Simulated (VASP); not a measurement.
BN (zinc blende):

```
BN
1.0
    0.00000     1.80750     1.80750
    1.80750     0.00000     1.80750
    1.80750     1.80750     0.00000
B N
1 1
Direct
  0.00000   0.00000   0.00000
  0.25000   0.25000   0.25000
```

The lowest empty band near X, direction across the valley's axis, from PBE with spin-orbit coupling in VASP (PAW); its two spin partners are averaged. The gap over the points computed is 4.45 eV, and the next band on that side lies 4.77 eV away at the edge.

Settings: 520 eV cut-off, 14×14×14 Γ-centred mesh, Gaussian smearing of 0.050 eV, potentials B N.

```tsv
distance from the edge in k (1/Å)	distance in energy (meV)
0.018	4.1
0.025	8.0
0.035	15.6
0.050	31.8
0.070	62.2
```

**Question.** Fit E(1 + αE) = ħ²k²/2m* (ħ²/2m0 = 3.810 eV Å²) and predict the row at 0.095 1/Å.

**Answer.** The rows don't resolve α, so a parabola serves: the electron mass is m* = 0.300 m0, and so 114.6 meV. The run gave 114.1 meV, -0.5 meV from the fit.

Left out are points under 3 meV from the edge, since the levels carry 0.1 meV, and points farther than half the way to the next band.

The compound is BN in the zinc blende structure. The cell was not relaxed at this level.
